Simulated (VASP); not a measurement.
A run of VASP 6.6.1 is set up as follows.

POSCAR

```
Al2Rh
1.0
    3.9264760000      0.0000000000      0.0000000000
   -1.9632380000      3.4004280000      0.0000000000
    0.0000000000      0.0000000000      3.7242460000
Al Rh
2 1
Direct
    0.3333000000      0.6667000000      0.5000000000
    0.6666000000      0.3333000000      0.5000000000
    0.0000000000      0.0000000000      0.0000000000
```

Contents of INCAR.step1:

```
SYSTEM = Al2Rh
ALGO = Normal
EDIFF = 1E-5
ENCUT = 520
GGA = PE
ISIF = 2
ISMEAR = -1
LASPH = .TRUE.
LCHARG = .FALSE.
LREAL = .FALSE.
LWAVE = .TRUE.
NBANDS = 18
NELM = 80
PREC = Accurate
SIGMA = 0.1
```

The input INCAR.step2:

```
SYSTEM = Al2Rh
ALGO = Normal
EDIFF = 1E-6
ENCUT = 520
GGA = PE
HFSCREEN = 0.2079
ISIF = 2
ISMEAR = -1
ISTART = 1
LASPH = .TRUE.
LCHARG = .FALSE.
LHFCALC = .TRUE.
LREAL = .FALSE.
LWAVE = .FALSE.
NBANDS = 18
NELM = 80
PREC = Accurate
PRECFOCK = Normal
SIGMA = 0.1
```

Contents of KPOINTS:

```
k-points
0
G
  3 3 3
  0 0 0
```

Potentials or basis: VASP PAW PBE potentials, release 64 (Al, Rh_pv).

The run is started by

```bash
$ cat potpaw_PBE.64/Al/POTCAR potpaw_PBE.64/Rh_pv/POTCAR > POTCAR
$ cp INCAR.step1 INCAR
$ mpirun -np 1 vasp_std > vasp.out
$ cp INCAR.step2 INCAR
$ mpirun -np 1 vasp_std > vasp.out
```

Estimate the pressure.

1.1 GPa.

Estimate the band gap on the k mesh.

none (metal or under the smearing width).

Forces in eV/Å, atoms in the order of the input:
```
Al   0.000 -0.004  0.000
Al   0.000  0.004  0.000
Rh   0.000  0.000  0.000
```

Caveat: the k mesh is coarse (spacing up to 0.62 Å⁻¹), so the values aren't converged, least of all with exact exchange; the PAW data sets were made with another functional, which shifts forces and pressure a little.
